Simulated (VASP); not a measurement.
Input:

```
NaF
1.0
    0.00000     2.33839     2.33839
    2.33839     0.00000     2.33839
    2.33839     2.33839     0.00000
Na F
1 1
Direct
  0.00000   0.00000   0.00000
  0.50000   0.50000   0.50000
```

The numbers are results of vdW-DF-cx, VASP's PBE PAW potentials (set 64) (plane waves; VASP), not measurements. Numerical set-up: 520 eV cut-off, Gaussian smearing of 0.050 eV, potentials Na_pv F.

### Question
Give the energies of bands 5 to 8 at the high-symmetry points, in eV from the valence-band maximum.

### Answer

```csv
band,Γ,X,U,L,W
5,0.00,-1.22,-1.01,-1.50,-0.83
6,0.00,-0.39,-0.79,-0.24,-0.83
7,0.00,-0.39,-0.35,-0.24,-0.54
8,6.41,13.13,12.88,10.81,13.24
```

The gap is direct, 6.41 eV, from the valence maximum at Γ to the conduction minimum at Γ.

Measured: gap 11.70 eV (computed value off by -5.29 eV), as given by David Koller et al., Journal of Physics Condensed Matter (2013), arXiv:1304.4470.

The compound is NaF in the rock salt structure. It was relaxed first.
